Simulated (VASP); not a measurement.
EuNi2:

```
CELL_PARAMETERS angstrom
3.97287 0.00000 0.00000
-1.98644 3.44061 0.00000
0.00000 0.00000 4.30167
ATOMIC_POSITIONS crystal
Eu 0.00000 0.00000 0.00000
Ni 0.33333 0.66667 0.50000
Ni 0.66667 0.33333 0.50000
```

The cell comes from a database or a generator and needn't be the stable form of this composition.

```yaml
Program: VASP 6.6.1
Task: relaxation of cell and atoms
Functional: PBEsol
Potentials_or_basis: VASP PAW PBE potentials, release 64 (Eu, Ni)
Cutoff: 600 eV
k_mesh: 10 × 10 × 8
Occupations: gaussian, width 0.05 eV
Spin: collinear spin, typed start
Starting_moments: "[7.0, 0.8, 0.8] μB"
```

At the start: pressure -6.7 GPa; volume 19.60 Å³/atom.

Q: Where does the relaxation end?

A: Over 8 steps the energy falls by 50.0 meV/atom and the volume is 17.63 Å³/atom (-10.0 %); space group P6/mmm (No. 191, to 0.05 Å); moment 6.83 μB per cell.

Step by step:
| step | energy change (eV) | largest force (eV/Å) | pressure (GPa) | volume (Å³) |
| --- | --- | --- | --- | --- |
| 1 | 0.0000 | 0.0000 | -6.75 | 58.80 |
| 2 | -0.1131 | 0.0000 | 2.93 | 52.05 |
| 3 | -0.1244 | 0.0000 | 0.27 | 53.47 |
| 4 | -0.1411 | 0.0000 | 0.18 | 53.22 |
| 5 | -0.1499 | 0.0000 | 0.17 | 52.80 |
| 6 | -0.1499 | 0.0000 | 0.18 | 52.81 |
| 7 | -0.1498 | 0.0000 | -0.17 | 53.00 |
| 8 | -0.1499 | 0.0000 | 0.00 | 52.89 |

Final structure:
```
Eu Ni
1.0
     3.91930    0.00000    0.00000
    -1.95965    3.39421    0.00000
     0.00000    0.00000    3.97616
Eu Ni
1 2
Cartesian
  0.0000 0.0000 3.9762
  0.0000 2.2628 1.9881
  1.9596 1.1314 1.9881
```

Caveat: the PAW data sets were made with another functional, which shifts forces and pressure a little; without U or exact exchange the open f shell lies at the Fermi level, which spoils levels, moments and volumes.
